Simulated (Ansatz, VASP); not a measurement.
# Cross-check of BAs between VASP and Ansatz

One calculation is typed for both programs; each brings its own data sets. How far apart do they land? The cell is taken from a series of runs on this material, whose earlier steps may have relaxed, scaled, displaced or heated it; both programs get it as it stands.

Method: plane waves, with VASP 6.6.1 beside it; zone-centre phonons at LDA, in Ansatz 0.2.0.

## Step 1: The starting structure

It takes space group F-43m (No. 216, cubic). The conventional cell has a = 4.763 Å, b = 4.763 Å, c = 4.763 Å, α = 90.00°, β = 90.00°, γ = 90.00°. Nearest to B lie 4 As at 2.06 Å. As has 4 B at 2.06 Å nearest. Farther neighbours are not listed.

Coordinates:

```cif
data_structure
_symmetry_space_group_name_H-M 'F-43m'
_symmetry_Int_Tables_number 216
_cell_length_a 4.7630
_cell_length_b 4.7630
_cell_length_c 4.7630
_cell_angle_alpha 90.000
_cell_angle_beta 90.000
_cell_angle_gamma 90.000
_cell_volume 108.05
loop_
_atom_site_label
_atom_site_type_symbol
_atom_site_symmetry_multiplicity
_atom_site_Wyckoff_symbol
_atom_site_fract_x
_atom_site_fract_y
_atom_site_fract_z
_atom_site_occupancy
B1 B 4 a 0.00000 0.00000 0.00000 1
As1 As 4 c 0.25000 0.25000 0.25000 1
```

## Step 2: Ansatz: zone-centre phonons, LDA, pair 1

Ansatz runs on its PAW soft_1 files.

Second derivatives magnify differences that forces hide, and they need a tight electronic threshold.

input.yaml

```yaml
crystal:
  lattice:
    - [0.0, 2.3814991677, 2.3814991677]
    - [2.3814991677, 0.0, 2.3814991677]
    - [2.3814991677, 2.3814991677, 0.0]
  atoms:
    - { symbol: B, position: [0.0, 0.0, 0.0] }
    - { symbol: As, position: [0.75, 0.75, 0.75] }
kpoints:
  mp_grid: { grid: [12, 12, 12] }
hamiltonian:
  xc: lda
  pseudopotentials: { kind: paw, azcp: { folder: soft_1 }, xc_functional: pbe }
scf:
  occupations: { method: fixed }
output:
  eigenvalues: true
phonons:
  method: dfpt
  dielectric: true
  rigid_motions: translations
```

The run is started by

```bash
$ ansatz run input.yaml --threads 4 --pin off --max-ram 10240MiB --backend cpu --events-out ev --progress --plain --runs-dir out
```

Numbers of over 12 decimals in the logs are rounded to 6 here.

The log of the run:

```text
Engine: ansatz 0.2.0, x86_64-unknown-linux-gnu
Pseudopotentials: kind: paw
Pseudopotential: B, paw, valence charge 3, recommended cutoff 420 eV (normal), soft_1/B.paw.azcp
Pseudopotential: As, paw, valence charge 15, recommended cutoff 420 eV (normal), soft_1/As.paw.azcp
Functional definition: SPW92
  exchange = slater_x
  correlation = pw_c
Crystal: 2 atoms, lattice volume = 27.014 Å³
Basis set: ecut = 420 eV, 531 PW (Γ), exchange–correlation on 48×48×48 points (8 copies of the dense FFT grid, shifted against one another)
Bands: 13, of which v1, the nominal top of the filled ones, is band 9 counted from 1 (8 counted from 0)
Symmetry: 24 space group operations
k-points: 280 of 1728 (irreducible under 4 space group operations, time reversal used)
Non-local potential: B, projectors of the file, l = 0: 2, l = 1: 2, l = 2: 1
Non-local potential: As, projectors of the file, l = 0: 2, l = 1: 2, l = 2: 3, l = 3: 1
PAW form: soft (Blöchl's): semilocal exchange-correlation on the pseudo side does not see the compensation charge
PAW frozen core: B, regenerated for the run's functional, and the local potential with it (the file was generated under x = pbe(κ = 0.804, μ = 0.219515), c = pbe(β = 0.066725))
PAW frozen core: As, regenerated for the run's functional, and the local potential with it (the file was generated under x = pbe(κ = 0.804, μ = 0.219515), c = pbe(β = 0.066725))
PAW one-centre angular grid: B, 110 points (default); XC on 64 Gauss nodes
PAW one-centre angular grid: As, 590 points (default); XC on 64 Gauss nodes
Initial density: superposition of atomic densities (chi_scale 0.1, normalization cell, long waves kept (reshape's long-wave potential 0.00 eV rms))
Initial wavefunctions: pseudopotential atomic-orbital guess
Functional: x = slater, c = lda
SCF iter   1: F=—  HF=-4924.198044 eV  |F-HF|=—  |Δ(HF+E_count)|=         —  Δρ=7.61e-2  dr2=2.01e0  ethr=3.10e-3  ⟨swp⟩=4.3  Hψ=18534  notcnv=0  defer=366
preconditioner: auto → none  [insulator: Δε(μ)=1.798 eV  Ē_g=12.498 eV  n_scr=8 (ndim 8)  ℏωp=20.2 eV  f_vac=0.000  ε∞_Penn≈3.6]
SCF iter   2: F=—  HF=-4923.577648 eV  |F-HF|=—  |Δ(HF+E_count)|=   6.20e-1  Δρ=2.49e-2  dr2=1.49e-1  ethr=3.10e-3  ⟨swp⟩=2.3  Hψ=7808  notcnv=0  defer=384
SCF iter   3: F=—  HF=-4923.535391 eV  |F-HF|=—  |Δ(HF+E_count)|=   4.23e-2  Δρ=1.01e-2  dr2=1.88e-2  ethr=8.26e-4  ⟨swp⟩=2.1  Hψ=5200  notcnv=0  defer=521
SCF iter   4: F=—  HF=-4923.531895 eV  |F-HF|=—  |Δ(HF+E_count)|=   3.50e-3  Δρ=4.28e-3  dr2=3.86e-3  ethr=1.04e-4  ⟨swp⟩=2.6  Hψ=6546  notcnv=0  defer=537
SCF iter   5: F=—  HF=-4923.530639 eV  |F-HF|=—  |Δ(HF+E_count)|=   1.26e-3  Δρ=1.04e-3  dr2=1.93e-4  ethr=2.14e-5  ⟨swp⟩=3.2  Hψ=6729  notcnv=0  defer=543
SCF iter   6: F=—  HF=-4923.530605 eV  |F-HF|=—  |Δ(HF+E_count)|=   3.40e-5  Δρ=1.25e-4  dr2=2.30e-6  ethr=1.07e-6  ⟨swp⟩=2.9  Hψ=6734  notcnv=0  defer=541
SCF iter   7: F=—  HF=-4923.530606 eV  |F-HF|=—  |Δ(HF+E_count)|=   4.24e-7  Δρ=7.01e-6  dr2=7.67e-9  ethr=1.28e-8  ⟨swp⟩=2.0  Hψ=4748  notcnv=0  defer=3
SCF iter   8: F=-4923.530606 eV  HF=-4923.530606 eV  |F-HF|=2.55e-11  |Δ(HF+E_count)|=   1.45e-9  Δρ=3.13e-7  dr2=1.21e-11  ethr=1.00e-12  ⟨swp⟩=6.9  Hψ=24598  notcnv=0
SCF 1 converged in 8 iterations: F = -4923.530606 eV  dr2 = 1.21e-11
  greatest PAW one-centre occupation: 0.999 electrons in one spin orbital (limit 2), on the As atom at site 1 (counted from 0), in its partial waves of l = 2
NSCF: frozen V_eff on 1 k-points
DFPT response loops at Γ: preconditioner auto → none (the input reference at scf.mixing.eps_inf says where Resta's filter doesn't serve); β = 0.50; Broyden in place of MSR1
── the response to a field inside a basis, on 12×12×12 k-points: an SCF that follows is theirs, and a resumed run solves both again ──
Bands: 10, of which v1, the nominal top of the filled ones, is band 9 counted from 1 (8 counted from 0)
k-points: 182 of 1728 (irreducible under 6 space group operations, time reversal used)
Initial density: handed on by an earlier stage of this run
Initial wavefunctions: pseudopotential atomic-orbital guess (no wavefunctions were taken with the density)
Eigensolver: Dense (182 Hₖ)
SCF iter   1: F=—  HF=-4923.530229 eV  |F-HF|=—  |Δ(HF+E_count)|=         —  Δρ=1.34e-4  dr2=1.22e-6  ethr=1.00e-1
preconditioner: auto → none  [insulator: Δε(μ)=1.283 eV  Ē_g=9.681 eV  n_scr=8 (ndim 8)  ℏωp=20.2 eV  f_vac=0.000  ε∞_Penn≈5.4]
SCF iter   2: F=—  HF=-4923.530229 eV  |F-HF|=—  |Δ(HF+E_count)|=   5.42e-8  Δρ=7.23e-5  dr2=4.09e-7  ethr=6.76e-9
SCF iter   3: F=-4923.530229 eV  HF=-4923.530229 eV  |F-HF|=5.02e-8  |Δ(HF+E_count)|=   1.28e-7  Δρ=1.51e-5  dr2=3.94e-8  ethr=2.27e-9
SCF 1 converged in 3 iterations: F = -4923.530229 eV  dr2 = 3.94e-8
DFPT response loops at Γ: mixed as the last ones told, above
SCF converged after 8 iterations
Free energy (F): -4923.530606 eV
Harris-Foulkes:  -4923.530606 eV  (|F-HF|=2.55e-11)
Internal energy: -4923.530606 eV  (E = F + TS)
E sigma→0 (E₀):  -4923.530606 eV
Fermi energy:    10.549945 eV
--- Per-component energies (eV) ---
  E_band       = -222.006145
  E_kinetic    = 147.688224
  E_local      = -1954.075209  (includes V_loc(G=0)·N_el)
  E_nonlocal   = -380.036657
  E_hartree    = 1100.065462
  E_xc         = -103.143208
  E_vxc        = -112.936841  (∫ρ·V_xc dr)
  E_paw        = -2005.302067  (= ΣΔE_a)
  E_vpaw       = -122.776470  (= ΣTr[D̂ρ^β])
  E_aug_tail   = 0.000001  (compensation charges beyond the density's cutoff)
  E_ewald      = -1730.848214
  E_core_change = 2.121063  (= ΣΔE_core)
  E_smearing   = -0.000000  (= −TS)
  E_closure    = -0.000000  (closes the sum)
  Σ components = -4923.530606   (vs F -4923.530606, Δ=0.00e0)
--- Band table (eV; the first three rows and the last of 280) ---
  k-point 0: bands = [... 5 lower, -4.9192, 10.5499, 10.5499, 10.5499, 13.8138, 13.8138, 13.8138, 15.3062]
  k-point 1: bands = [... 5 lower, -4.8046, 9.5123, 10.3295, 10.3295, 13.9622, 14.1033, 14.1033, 15.9228]
  k-point 2: bands = [... 5 lower, -4.4648, 7.5893, 9.8639, 9.8639, 13.8521, 14.7049, 14.7049, 17.2212]
  k-point 279: bands = [... 5 lower, -0.5987, 2.5873, 5.0003, 5.2994, 15.7527, 16.4512, 17.2769, 17.6533]
--- Phonons (Γ-DFPT): 2 representative perturbations + reference, on 280 of 1728 k-points (Σ response iterations 6) ---
  k mesh reduced under 4 symmetry operations, with k and −k counted as one. Each operation leaves every solved perturbation unchanged. A smaller set is not considered because the run solves the response to a homogeneous field
  ASR residual: 2.283e-4 → 0.000e0 eV/Å²; symmetrization residual: 6.539e-7 eV/Å²
  ASR residual per site (eV/Å²): 1.10e-4 2.28e-4
  Γ frequencies (cm⁻¹): 0.00 0.00 0.00 686.00 686.00 686.00
  ε∞ (high-frequency dielectric tensor):
        9.734568    -0.000000    -0.000000
       -0.000000     9.734568     0.000000
       -0.000000     0.000000     9.734568
  ε⁰ (static dielectric tensor: ions relaxed, cell fixed):
        9.829946    -0.000000    -0.000000
       -0.000000     9.829946     0.000000
       -0.000000     0.000000     9.829946
  ε⁰ − ε∞ (ionic part):
        0.095378    -0.000000    -0.000000
       -0.000000     0.095378     0.000000
       -0.000000     0.000000     0.095378
  softest optical mode at Γ: 686.00 cm⁻¹; the repairs (sum rule, projections) moved no ω² at Γ by more than (1.69 cm⁻¹)²
  Born effective charges Z* (e; rows j = field, columns β = displacement):
    site 0:
        -0.48247    0.00000    0.00000
         0.00000   -0.48247   -0.00000
        -0.00000   -0.00000   -0.48247
    site 1:
         0.48247   -0.00000   -0.00000
        -0.00000    0.48247    0.00000
         0.00000    0.00000    0.48247
  Z* charge neutrality: 4.058e-4 e pre-enforcement
  solved inside a basis spanned on kpoints, on 12×12×12 k-points, its susceptibility summed on 16×16×16: ε∞ is read to err by 2.8e-2, Z* by 1.6e-2 e (field_mesh: kpoints solves on kpoints); Z* is corrected for what the basis lacks
  optical modes at Γ without the LO–TO term, one row a degenerate level:
      ω (cm⁻¹)  modes    IR ((D/Å)²/amu)
        686.00      3             1.7054
  optical modes at Γ + LO–TO along q̂ = [1.0000, 0.0000, 0.0000]:
      ω (cm⁻¹)  modes    IR ((D/Å)²/amu)
        686.00      2             1.1370
        689.35      1             0.5685
  optical modes at Γ + LO–TO along q̂ = [0.0000, 1.0000, 0.0000]:
      ω (cm⁻¹)  modes    IR ((D/Å)²/amu)
        686.00      2             1.1370
        689.35      1             0.5685
  optical modes at Γ + LO–TO along q̂ = [0.0000, 0.0000, 1.0000]:
      ω (cm⁻¹)  modes    IR ((D/Å)²/amu)
        686.00      2             1.1370
        689.35      1             0.5685
```

(Part 1 of 3 ends here.)

[Lines on the potential files, build, host, timing and source positions are cut from VASP's logs without a mark.]

[Logs are printed without paths, hosts, clocks, repeated set-up lines and the standing remarks that a program may print on its own settings, such as how far it seeks lower states.]

[Hosts, paths, dates, database ids (printed as entryN), source tags and the programs' standing remarks are cut or masked in the printed files.]
